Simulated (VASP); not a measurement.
Method: PBE GGA, VASP's PBE PAW potentials (set 64) (plane waves; VASP 6.6.1).

VASP ran on this input.

File KPOINTS:
```
Automatic mesh
0
Gamma
10 10 10
0 0 0
```

POSCAR:
```
LiH
1.0
  0.0000000000   2.0400000000   2.0400000000
  2.0400000000   0.0000000000   2.0400000000
  2.0400000000   2.0400000000   0.0000000000
Li H
1 1
Cart
  0.0000000000   0.0000000000   0.0000000000
  2.0400000000   2.0400000000   2.0400000000
```

INCAR:
```
# general
SYSTEM = LiH
PREC   = Accurate
ENCUT  = 520
LREAL  = F
LASPH  = T

# electronic loop
EDIFF  = 1E-6
NELM   = 100
ALGO   = Normal

# smearing
ISMEAR = 0
SIGMA  = 0.05

# functional
GGA    = PE

# ions
IBRION = 2
NSW    = 60
ISIF   = 3
EDIFFG = -0.01

# output
LWAVE  = F
LCHARG = F
```

POTCAR, in this order: Li_sv H (PBE.64 set). Program: vasp_std.

The resulting files:

### OSZICAR
```
       N       E                     dE             d eps       ncg     rms          rms(c)
DAV:   1    -0.128570806429E+01   -0.12857E+01   -0.14493E+03   576   0.612E+02
DAV:   2    -0.626559116704E+01   -0.49799E+01   -0.49795E+01   816   0.673E+01
DAV:   3    -0.636029439526E+01   -0.94703E-01   -0.94703E-01   660   0.923E+00
DAV:   4    -0.636173682610E+01   -0.14424E-02   -0.14424E-02   792   0.102E+00
DAV:   5    -0.636174112563E+01   -0.42995E-05   -0.42995E-05   672   0.476E-02    0.285E+00
DAV:   6    -0.617957275042E+01    0.18217E+00   -0.15984E-01   660   0.179E+00    0.142E+00
DAV:   7    -0.611997126975E+01    0.59601E-01   -0.20698E-01   726   0.227E+00    0.223E-01
DAV:   8    -0.612193998059E+01   -0.19687E-02   -0.54501E-03   672   0.641E-01    0.438E-02
DAV:   9    -0.612188854917E+01    0.51431E-04   -0.23036E-04   804   0.885E-02    0.963E-03
DAV:  10    -0.612188484532E+01    0.37039E-05   -0.62531E-06   654   0.234E-02    0.295E-03
DAV:  11    -0.612188405317E+01    0.79215E-06   -0.45939E-07   390   0.523E-03
   1 F= -.61218841E+01 E0= -.61218841E+01  d E =-.612188E+01
       N       E                     dE             d eps       ncg     rms          rms(c)
DAV:   1    -0.612536667303E+01   -0.34818E-02   -0.20075E-02   750   0.137E+00    0.285E-01
DAV:   2    -0.612503287428E+01    0.33380E-03   -0.11625E-03   690   0.317E-01    0.176E-01
DAV:   3    -0.612474839576E+01    0.28448E-03   -0.44409E-04  1038   0.137E-01    0.227E-02
DAV:   4    -0.612474446555E+01    0.39302E-05   -0.97063E-06   678   0.335E-02    0.706E-03
DAV:   5    -0.612475180430E+01   -0.73387E-05   -0.40837E-06   756   0.163E-02    0.126E-03
DAV:   6    -0.612475203045E+01   -0.22615E-06   -0.23593E-07   294   0.537E-03
   2 F= -.61247520E+01 E0= -.61247520E+01  d E =-.286798E-02
       N       E                     dE             d eps       ncg     rms          rms(c)
DAV:   1    -0.613328732341E+01   -0.85355E-02   -0.17528E-01   708   0.418E+00    0.834E-01
DAV:   2    -0.613037833483E+01    0.29090E-02   -0.11863E-02   642   0.103E+00    0.519E-01
DAV:   3    -0.612825215328E+01    0.21262E-02   -0.39845E-03  1050   0.414E-01    0.783E-02
DAV:   4    -0.612820912547E+01    0.43028E-04   -0.69668E-05   768   0.106E-01    0.239E-02
DAV:   5    -0.612822702345E+01   -0.17898E-04   -0.37168E-05   912   0.486E-02    0.205E-03
DAV:   6    -0.612822959459E+01   -0.25711E-05   -0.83252E-07   372   0.112E-02    0.891E-04
DAV:   7    -0.612822972972E+01   -0.13512E-06   -0.60280E-08   288   0.273E-03
   3 F= -.61282297E+01 E0= -.61282297E+01  d E =-.634568E-02
```

### OUTCAR
```
------------------------ aborting loop because EDIFF is reached ----------------------------------------
  FORCE on cell =-STRESS in cart. coord.  units (eV):
  Direction    XX          YY          ZZ          XY          YZ          ZX
  --------------------------------------------------------------------------------------
  Total        0.0051527      0.0051527      0.0051527     -0.0000000     -0.0000000     -0.0000000
  in kB        0.5166013      0.5166013      0.5166013     -0.0000000     -0.0000000     -0.0000000
  external PRESSURE =       0.5166013 kB  Pullay stress =       0.0000000 kB
  volume of cell :       15.98
      direct lattice vectors                 reciprocal lattice vectors
    -0.000000000  1.999187235  1.999187235    -0.250101637  0.250101637  0.250101637
     1.999187235 -0.000000000  1.999187235     0.250101637 -0.250101637  0.250101637
     1.999187235  1.999187235 -0.000000000     0.250101637  0.250101637 -0.250101637
  FREE ENERGIE OF THE ION-ELECTRON SYSTEM (eV)
  ---------------------------------------------------
  free  energy   TOTEN  =        -6.1282297297 eV

  energy  without entropy=       -6.1282297297  energy(sigma->0) =       -6.12822973

 reached required accuracy - stopping structural energy minimisation
```
(Selected blocks of OUTCAR.)

File CONTCAR:
```
LiH
   1.00000000000000
    -0.0000000000000000    1.9991872348603463    1.9991872348603463
     1.9991872348603463   -0.0000000000000000    1.9991872348603463
     1.9991872348603463    1.9991872348603463   -0.0000000000000000
  Li              H
     1     1
Direct
     0.0000000000000000    0.0000000000000000    0.0000000000000000
     0.5000000000000000    0.5000000000000000    0.5000000000000000
```

Energy and stress use the plane-wave basis of the starting cell.

The compound is LiH in the rock salt structure. This run relaxes it. Symmetry was kept, so distortions that lower it aren't found.
